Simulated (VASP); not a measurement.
# Al3BiO3 (P2_1/m) in VASP: relaxation of cell and atoms with PBE

Aim: the relaxation of cell and atoms of Al3BiO3 with PBE.

Program: VASP 6.6.1. These are calculated values, not measurements. Logs are shortened: lines on timing, memory, paths and dates and some standing lists are left out, and cuts for length are marked.

### 1 Starting point

The structure is monoclinic, space group P2_1/m (No. 11). The conventional cell has a = 9.268 Å, b = 3.085 Å, c = 9.351 Å, α = 90.00°, β = 111.64°, γ = 90.00°. Around Al (site symmetry m) lie 3 O at 1.83 Å. Al (site symmetry m) is surrounded by 3 O at 1.84 to 1.86 Å. Al (site symmetry m) has 3 O at 1.83 to 1.85 Å as nearest neighbours. Bi (site symmetry m) has 3 Al at 2.73 to 2.90 Å and 2 Bi at 3.08 Å as nearest neighbours. Around O (site symmetry m) lie 3 Al at 1.83 to 1.84 Å. O (site symmetry m) is surrounded by 3 Al at 1.83 to 1.86 Å. O (site symmetry m) is surrounded by 3 Al at 1.83 to 1.85 Å.

The cell was built by a generator and needn't be a form met in nature.

### 2 Relaxation of cell and atoms, PBE

INCAR

```
SYSTEM = Al3BiO3
PREC = Accurate
ENCUT = 520
EDIFF = 1E-6
ISMEAR = 0
SIGMA = 0.1
LREAL = .FALSE.
LASPH = .TRUE.
NELM = 120
ALGO = Normal
ISIF = 3
LWAVE = .FALSE.
LCHARG = .FALSE.
GGA = PE
IBRION = 2
NSW = 90
EDIFFG = -0.01
KPAR = 8
```

KPOINTS

```
Automatic mesh
0
G
  4 10 4
  0 0 0
```

POSCAR

```
Al3BiO3
1.0
    9.2684135800      0.0000000000      0.0000000000
    0.0000000000      3.0845518000      0.0000000000
   -3.4491200700      0.0000000000      8.6919930200
Al Bi O
6 2 6
Direct
    0.8058727800      0.7500000000      0.6744957700
    0.6778477500      0.2500000000      0.3506293400
    0.8661477600      0.7500000000      0.1695870100
    0.1941272200      0.2500000000      0.3255042300
    0.1338522400      0.2500000000      0.8304129900
    0.3221522500      0.7500000000      0.6493706600
    0.3580071800      0.2500000000      0.1359518700
    0.6419928200      0.7500000000      0.8640481300
    0.7747931100      0.2500000000      0.5613932400
    0.7597158400      0.7500000000      0.2995304900
    0.9834452200      0.2500000000      0.2220811900
    0.2252068900      0.7500000000      0.4386067600
    0.0165547800      0.7500000000      0.7779188100
    0.2402841600      0.2500000000      0.7004695100
```

Potentials or basis: VASP PAW PBE potentials, release 64 (Al, Bi_d, O).

Run with:

```console
$ cat potpaw_PBE.64/Al/POTCAR potpaw_PBE.64/Bi_d/POTCAR potpaw_PBE.64/O/POTCAR > POTCAR
$ mpirun -np 8 vasp_std > vasp.out
```

OUTCAR:

```text
SYSTEM = Al3BiO3
   PREC = Accurate
   ENCUT = 520
   EDIFF = 1E-6
   ISMEAR = 0
   LREAL = .FALSE.
   LASPH = .TRUE.
   NELM = 120
   ISIF = 3
   GGA = PE
   IBRION = 2
   NSW = 90
   EDIFFG = -0.01

 ion  position               nearest neighbor table
   1  0.806  0.750  0.674-  13 1.83   9 1.83   9 1.83   8 2.73   2 3.21   2 3.21   5 3.24   5 3.24

   2  0.678  0.250  0.351-   9 1.84  10 1.86  10 1.86   7 2.90   1 3.21   1 3.21   3 3.24   3 3.24

   3  0.866  0.750  0.170-  10 1.83  11 1.85  11 1.85   8 2.85   2 3.24   2 3.24   4 3.24   4 3.24

   4  0.194  0.250  0.326-  11 1.83  12 1.83  12 1.83   7 2.73   6 3.21   6 3.21   3 3.24   3 3.24

   5  0.134  0.250  0.830-  14 1.83  13 1.85  13 1.85   7 2.85   6 3.24   6 3.24   1 3.24   1 3.24

   6  0.322  0.750  0.649-  12 1.84  14 1.86  14 1.86   8 2.90   4 3.21   4 3.21   5 3.24   5 3.24

   7  0.358  0.250  0.136-   4 2.73   5 2.85   2 2.90
   8  0.642  0.750  0.864-   1 2.73   3 2.85   6 2.90
   9  0.775  0.250  0.561-   1 1.83   1 1.83   2 1.84
  10  0.760  0.750  0.300-   3 1.83   2 1.86   2 1.86
  11  0.983  0.250  0.222-   4 1.83   3 1.85   3 1.85
  12  0.225  0.750  0.439-   4 1.83   4 1.83   6 1.84
  13  0.017  0.750  0.778-   1 1.83   5 1.85   5 1.85
  14  0.240  0.250  0.700-   5 1.83   6 1.86   6 1.86

  LATTYP: Found a simple monoclinic cell.
 ALAT       =     9.2684135800
 B/A-ratio  =     0.3328025636
 C/A-ratio  =     1.0089449699
 COS(beta)  =    -0.3688378050

  Lattice vectors:

 A1 = (   9.2684135800,   0.0000000000,   0.0000000000)
 A2 = (   0.0000000000,   3.0845518000,   0.0000000000)
 A3 = (  -3.4491200700,   0.0000000000,   8.6919930200)

Analysis of symmetry for initial positions (statically):
=====================================================================
 Subroutine PRICEL returns:
 Original cell was already a primitive cell.

 Routine SETGRP: Setting up the symmetry group for a
 simple monoclinic supercell.

 Subroutine GETGRP returns: Found  4 space group operations
 (whereof  2 operations were pure point group operations)
 out of a pool of  4 trial point group operations.

The static configuration has the point symmetry S_2 .
 The point group associated with its full space group is C_2h.

Analysis of symmetry for dynamics (positions and initial velocities):
=====================================================================
 Subroutine PRICEL returns:
 Original cell was already a primitive cell.

 Routine SETGRP: Setting up the symmetry group for a
 simple monoclinic supercell.

 Subroutine GETGRP returns: Found  4 space group operations
 (whereof  2 operations were pure point group operations)
 out of a pool of  4 trial point group operations.

The dynamic configuration has the point symmetry S_2 .
 The point group associated with its full space group is C_2h.

 Subroutine INISYM returns: Found  4 space group operations
 (whereof  2 operations are pure point group operations),
 and found     1 'primitive' translations

----------------------------------------------------------------------------------------

                                     Primitive cell

  volume of cell :     248.4945

  direct lattice vectors                    reciprocal lattice vectors
     9.268413580  0.000000000  0.000000000     0.107893329  0.000000000  0.042813777
     0.000000000  3.084551800  0.000000000     0.000000000  0.324196209  0.000000000
    -3.449120070  0.000000000  8.691993020     0.000000000  0.000000000  0.115048413

  length of vectors
     9.268413580  3.084551800  9.351319261     0.116077517  0.324196209  0.115048413

  position of ions in fractional coordinates (direct lattice)
     0.805872780  0.750000000  0.674495770
     0.677847750  0.250000000  0.350629340
     0.866147760  0.750000000  0.169587010
     0.194127220  0.250000000  0.325504230
     0.133852240  0.250000000  0.830412990
     0.322152250  0.750000000  0.649370660
     0.358007180  0.250000000  0.135951870
     0.641992820  0.750000000  0.864048130
     0.774793110  0.250000000  0.561393240
     0.759715840  0.750000000  0.299530490
     0.983445220  0.250000000  0.222081190
     0.225206890  0.750000000  0.438606760
     0.016554780  0.750000000  0.777918810
     0.240284160  0.250000000  0.700469510

  ion indices of the primitive-cell ions
   primitive index   ion index
                 1           1
                 2           2
                 3           3
                 4           4
                 5           5
                 6           6
                 7           7
                 8           8
                 9           9
                10          10
                11          11
                12          12
                13          13
                14          14

----------------------------------------------------------------------------------------

 KPOINTS: Automatic mesh

Automatic generation of k-mesh.
 Grid dimensions read from file:
 generate k-points for:    4   10    4

 Generating k-lattice:

  Cartesian coordinates                     Fractional coordinates (reciprocal lattice)
     0.026973332  0.000000000  0.010703444     0.250000000  0.000000000  0.000000000
     0.000000000  0.032419621  0.000000000     0.000000000  0.100000000  0.000000000
     0.000000000  0.000000000  0.028762103     0.000000000  0.000000000  0.250000000

  Length of vectors
     0.029019379  0.032419621  0.028762103

  Shift w.r.t. Gamma in fractional coordinates (k-lattice)
     0.000000000  0.000000000  0.000000000

 Subroutine IBZKPT returns following result:
 ===========================================

 Found     60 irreducible k-points:

 Following reciprocal coordinates:
            Coordinates               Weight
  0.000000  0.000000  0.000000      1.000000
  0.250000  0.000000 -0.000000      2.000000
  0.500000  0.000000 -0.000000      1.000000
  0.000000  0.100000  0.000000      2.000000
  0.250000  0.100000 -0.000000      4.000000
  0.500000  0.100000 -0.000000      2.000000
[... 16 lines left out ...]
  0.000000  0.100000  0.250000      4.000000
  0.250000  0.100000  0.250000      4.000000
 [... further k-points ...]
   k-points           NKPTS =     60   k-points in BZ     NKDIM =     60   number of bands    NBANDS=     50
   number of dos      NEDOS =    301   number of ions     NIONS =     14
   total plane-waves  NPLWV = 117600
   dimension x,y,z NGX =    70 NGY =   24 NGZ =   70
   dimension x,y,z NGXF=   140 NGYF=   48 NGZF=  140
   ions per type =               6   2   6
   NGX,Y,Z   is equivalent  to a cutoff of  12.56, 12.94, 12.44 a.u.
   NGXF,Y,Z  is equivalent  to a cutoff of  25.11, 25.87, 24.89 a.u.
 SYSTEM =  Al3BiO3
   PREC   = accura    normal or accurate (medium, high low for compatibility)
   ISTART =      0    job   : 0-new  1-cont  2-samecut
   ICHARG =      2    charge: 1-file 2-atom 10-const
   ISPIN  =      1    spin polarized calculation?
   LNONCOLLINEAR =      F non collinear calculations
   LSORBIT =      F    spin-orbit coupling
   LASPH  =      T    aspherical Exc in radial PAW
   ENCUT  =  520.0 eV  38.22 Ry    6.18 a.u.  17.23  5.74 17.39*2*pi/ulx,y,z
   NELM   =    120;   NELMIN=  2; NELMDL= -5     # of ELM steps
   EDIFF  = 0.1E-05   stopping-criterion for ELM
   LREAL  =      F    real-space projection
   EDIFFG = -.1E-01   stopping-criterion for IOM
   NSW    =     90    number of steps for IOM
   IBRION =      2    ionic relax: 0-MD 1-quasi-New 2-CG
   NFREE  =      1    steps in history (QN), initial steepest desc. (CG)
   ISIF   =      3    stress and relaxation
   ISYM   =      2    0-nonsym 1-usesym 2-fastsym
   POTIM  = 0.5000    time-step for ionic-motion
   TEBEG  =    0.0;   TEEND  =   0.0 temperature during run
   PSTRESS=    0.0 pullay stress
   NELECT =      84.0000    total number of electrons
   NUPDOWN=      -1.0000    fix difference up-down
   EMIN   =  10.00;   EMAX   =-10.00  energy-range for DOS
   EFERMI =   0.00;   METHOD = LEGACY
   ISMEAR =     0;   SIGMA  =   0.10  broadening in eV -4-tet -1-fermi 0-gaus
   EFERMI_NEDOS =   21; number of points for ismear=-14 and -15
   IALGO  =     38    algorithm
   IMIX   =      4    mixing-type and parameters
     AMIX     =   0.40;   BMIX     =  1.00
     AMIX_MAG =   1.60;   BMIX_MAG =  1.00
  volume/ion in A,a.u.               =      17.75       119.78
  Fermi-wavevector in a.u.,A,eV,Ry     =   1.140413  2.155069 17.694958  1.300543
  Thomas-Fermi vector in A             =   2.277115
   LORBIT       =      0    0 simple, 1 ext, 2 COOP (PROOUT), +10 PAW based schemes
   GGA     = PE    functional components
   LHFCALC =     F    Hartree Fock is set to
   AEXX    =    0.0000 exact exchange contribution
   IVDW    =     0    specifies the selected vdW correction
   LEPSILON=     F    determine dielectric tensor
   LRPA    =     F    only Hartree local field effects (RPA)
 conjugate gradient relaxation of ions
 non-spin polarized calculation
 Gauss-broadening in eV      SIGMA  =   0.10
  energy-cutoff  :      520.00
  volume of cell :      248.49
 maximum number of plane-waves:      6727
 NGX is ok and might be reduce to    70
   NGX = 35   NGY = 11   NGZ = 35

--------------------------------------- Ionic step        1  -------------------------------------------

 number of electron      84.0000011 magnetization

 Free energy of the ion-electron system (eV)
  ---------------------------------------------------
  ext. energy  EPLUGINS =         0.00000000
  ---------------------------------------------------
  free energy    TOTEN  =       -86.87006054 eV

  energy without entropy =      -86.85867304  energy(sigma->0) =      -86.86436679

------------------------ aborting loop because EDIFF is reached ----------------------------------------

  FORCE on cell =-STRESS in cart. coord.  units (eV):
  Direction    XX          YY          ZZ          XY          YZ          ZX
  --------------------------------------------------------------------------------------
  -------------------------------------------------------------------------------------
  Total        1.4390328     -2.9287346      2.4594107      0.0000000      0.0000000      1.0055373
  in kB        9.2782149    -18.8831203     15.8571374      0.0000000      0.0000000      6.4832373
  external PRESSURE =       2.0840773 kB  Pullay stress =       0.0000000 kB
[... 125 lines left out ...]
  FREE ENERGIE OF THE ION-ELECTRON SYSTEM (eV)
  ---------------------------------------------------
  free  energy   TOTEN  =       -86.9139422413 eV

  energy  without entropy=      -86.9027605790  energy(sigma->0) =      -86.90835141

[... ionic steps 4 to 36 ...]

--------------------------------------- Ionic step       37  -------------------------------------------

 number of electron      84.0000026 magnetization

------------------------ aborting loop because EDIFF is reached ----------------------------------------

  FORCE on cell =-STRESS in cart. coord.  units (eV):
  Direction    XX          YY          ZZ          XY          YZ          ZX
  --------------------------------------------------------------------------------------
  -------------------------------------------------------------------------------------
  Total        0.0055517      0.0549062      0.0090750      0.0000000      0.0000000      0.0154735
  in kB        0.0358158      0.3542204      0.0585462      0.0000000      0.0000000      0.0998251
  external PRESSURE =       0.1495275 kB  Pullay stress =       0.0000000 kB
[... 81 lines left out ...]
  energy  without entropy=      -86.9247643077  energy(sigma->0) =      -86.93039517

--------------------------------------- Ionic step       39  -------------------------------------------

 number of electron      84.0000026 magnetization

 Free energy of the ion-electron system (eV)
  ---------------------------------------------------
  ext. energy  EPLUGINS =         0.00000000
  ---------------------------------------------------
  free energy    TOTEN  =       -86.93608213 eV

  energy without entropy =      -86.92479721  energy(sigma->0) =      -86.93043967

 E-fermi :   6.0786     XC(G=0):  -9.1616

 val. band max:        6.0584059735   @ k =   0.5000   0.3000   0.2500
 cond. band min:       6.1085968334   @ k =  -0.2500   0.2000   0.2500
 fundamental gap:      0.0501908599
 Fermi energy:         6.0786475663

 k-point     1 :       0.0000    0.0000    0.0000
  band No.  band energies     occupation
      1     -17.2182      2.00000
      2     -17.2181      2.00000
      3     -16.8439      2.00000
      4     -16.8388      2.00000
      5     -16.8195      2.00000
      6     -16.8164      2.00000
[... 1261 lines left out ...]
     49       9.4816      0.00000
     50       9.8136      0.00000

 [... further k-points ...]
[... 5 lines left out ...]
  --------------------------------------------------------------------------------------
  -------------------------------------------------------------------------------------
  Total       -0.0225747      0.0267498     -0.0536406      0.0000000      0.0000000      0.0167564
  in kB       -0.1456016      0.1725299     -0.3459687      0.0000000      0.0000000      0.1080748
  external PRESSURE =      -0.1063468 kB  Pullay stress =       0.0000000 kB
[... 29 lines left out ...]
  FREE ENERGIE OF THE ION-ELECTRON SYSTEM (eV)
  ---------------------------------------------------
  free  energy   TOTEN  =       -86.9360821279 eV

  energy  without entropy=      -86.9247972106  energy(sigma->0) =      -86.93043967

 reached required accuracy - stopping structural energy minimisation
```

It took 28 min on 8 MPI ranks of Intel Xeon Platinum 8559C (Emerald Rapids), shared host; peak memory 0.82 GiB.

Results:

- Free energy: -86.9361 eV
- Relaxed volume: 17.74 Å³/atom
- Relaxed cell: a = 9.262 Å, b = 3.049 Å, c = 9.356 Å, α = 90.00°, β = 109.93°, γ = 90.00°
- Space group after relaxing (to 0.05 Å): P2_1/m (No. 11)
- Energy gained by relaxing: 4.7 meV/atom
- Ionic steps: 39
- Pressure after relaxing: 0.0 GPa
- Largest force after relaxing: 0.008 eV/Å
- Band gap on the k mesh: none (metal or under the smearing width)

Forces in eV/Å, atoms in the order of the input:
```
Al   0.008  0.000 -0.001
Al   0.003  0.000  0.007
Al  -0.004  0.000 -0.001
Al  -0.008  0.000  0.001
Al   0.004  0.000  0.001
Al  -0.003  0.000 -0.007
Bi  -0.002  0.000 -0.001
Bi   0.002  0.000  0.001
O   -0.006  0.000 -0.004
O   -0.004  0.000  0.005
O   -0.005  0.000 -0.004
O    0.006  0.000  0.004
O    0.005  0.000  0.004
O    0.004  0.000 -0.005
```

The path:
```
step  energy change (eV)  largest force (eV/Å)  pressure (GPa)  volume (Å³)
   1              0.0000                0.2856            0.21       248.49
   2             -0.0439                0.2285            0.40       249.30
   3             -0.0439                0.2362            0.40       249.31
   4             -0.0571                0.0694           -0.35       251.19
   5             -0.0571                0.0651           -0.32       251.10
   6             -0.0596                0.0566            0.04       250.13
   7             -0.0597                0.0606            0.05       250.09
   8             -0.0610                0.0576            0.03       249.97
   9             -0.0617                0.0775           -0.02       249.77
  10             -0.0624                0.0595           -0.02       249.63
  11             -0.0627                0.0456           -0.04       249.49
  12             -0.0631                0.0288            0.02       249.35
  13             -0.0633                0.0435            0.08       249.19
  14             -0.0636                0.0240            0.01       249.32
  15             -0.0637                0.0270           -0.05       249.42
  16             -0.0639                0.0206           -0.04       249.29
  17             -0.0639                0.0313           -0.01       249.16
  18             -0.0640                0.0229            0.01       249.03
  19             -0.0641                0.0154            0.06       248.83
  20             -0.0642                0.0187            0.00       248.90
  21             -0.0642                0.0212           -0.03       248.95
  22             -0.0644                0.0229           -0.01       248.88
  23             -0.0644                0.0309            0.01       248.84
  24             -0.0646                0.0196            0.00       248.81
  25             -0.0647                0.0202            0.00       248.78
  26             -0.0647                0.0411           -0.02       248.72
  27             -0.0648                0.0345           -0.02       248.67
  28             -0.0650                0.0345           -0.01       248.53
  29             -0.0648                0.0607            0.01       248.25
  30             -0.0650                0.0405           -0.01       248.46
  31             -0.0652                0.0273            0.01       248.39
  32             -0.0654                0.0234            0.05       248.19
  33             -0.0656                0.0198            0.00       248.29
  34             -0.0656                0.0206           -0.02       248.33
  35             -0.0658                0.0082           -0.02       248.34
  36             -0.0659                0.0157            0.00       248.36
  37             -0.0660                0.0135            0.01       248.35
  38             -0.0660                0.0142            0.02       248.34
  39             -0.0660                0.0082           -0.01       248.41
```

Final structure:
```cif
data_structure
_symmetry_space_group_name_H-M 'P 1'
_symmetry_Int_Tables_number 1
_cell_length_a 9.2616
_cell_length_b 3.0493
_cell_length_c 9.3564
_cell_angle_alpha 90.000
_cell_angle_beta 109.933
_cell_angle_gamma 90.000
_cell_volume 248.41
loop_
_atom_site_label
_atom_site_type_symbol
_atom_site_fract_x
_atom_site_fract_y
_atom_site_fract_z
_atom_site_occupancy
Al1 Al 0.80791 0.75000 0.67799 1
Al2 Al 0.67540 0.25000 0.35729 1
Al3 Al 0.86651 0.75000 0.17167 1
Al4 Al 0.19209 0.25000 0.32201 1
Al5 Al 0.13349 0.25000 0.82833 1
Al6 Al 0.32460 0.75000 0.64271 1
Bi1 Bi 0.35849 0.25000 0.12950 1
Bi2 Bi 0.64151 0.75000 0.87050 1
O1 O 0.77716 0.25000 0.56540 1
O2 O 0.75889 0.75000 0.30228 1
O3 O 0.98457 0.25000 0.22220 1
O4 O 0.22284 0.75000 0.43460 1
O5 O 0.01543 0.75000 0.77780 1
O6 O 0.24111 0.25000 0.69772 1
```

Caveat: spin-orbit coupling is left out, which moves the levels of the heavy elements.
